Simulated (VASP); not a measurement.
Crystal: MgO.

```
Mg O
1.0
     0.00000    2.12205    2.12205
     2.12205    0.00000    2.12205
     2.12205    2.12205    0.00000
Mg O
1 1
Direct
  0.00000 0.00000 0.00000
  0.50000 0.50000 0.50000
```

The cell is a database's computed one.

Base run:

| Property | Result |
| --- | --- |
| Program | VASP 6.6.1 |
| Functional | PBEsol |
| Potentials or basis | VASP PAW PBE potentials, release 64 (Mg, O) |
| Cutoff | 450 eV |
| k mesh | 14 × 14 × 14 |
| Occupations | gaussian, width 0.02 eV |
| Spin | no spin polarisation |

Its results: band gap on the k mesh 4.42 eV, direct.

Question: After a change of settings the same cell gave: band gap on the k mesh 5.38 eV, direct. Which change was it?
A. functional from PBEsol to PBE0; k mesh from 14 × 14 × 14 to 10 × 10 × 10
B. functional from PBEsol to LDA; potentials or basis from VASP PAW PBE potentials, release 64 (Mg, O) to VASP PAW LDA potentials, release 64 (Mg, O)
C. functional from PBEsol to HSE06; k mesh from 14 × 14 × 14 to 10 × 10 × 10
D. functional from PBEsol to r2SCAN

Answer: D.

r2SCAN gives the wider gap, since meta-GGAs in the generalised Kohn-Sham scheme recover part of the derivative discontinuity.

Runs at the PBE level aren't shown here.
